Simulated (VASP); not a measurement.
Data:

```
Ge
1.0
    3.99245     0.00000     0.00000
   -1.99623     3.45757     0.00000
    0.00000     0.00000     6.58368
Ge
4
Direct
  0.33333   0.66667   0.06285
  0.66667   0.33333   0.56285
  0.66667   0.33333   0.93715
  0.33333   0.66667   0.43715
```

Calculation: r2SCAN meta-GGA, VASP's PBE PAW potentials (set 64) (plane waves; VASP 6.6.1). Settings: 400 eV cut-off, 7×7×4 Γ-centred mesh, tetrahedra with Blöchl corrections, potentials Ge_d.

The cores are frozen, which limits the accuracy of field gradients.

### Question
Give the principal components of the electric field gradient (V/Å²) and the asymmetry η at each nucleus.

### Answer

```
atom   Vxx   Vyy   Vzz     η
----  ----  ----  ----  ----
Ge1   -5.0  -5.0  10.1  0.00
Ge2   -5.0  -5.0  10.1  0.00
Ge3   -5.0  -5.0  10.1  0.00
Ge4   -5.0  -5.0  10.1  0.00
```

The structure was generated: Ge was put into the lonsdaleite type (P6_3/mmc), which need not be its known phase. It was relaxed first.
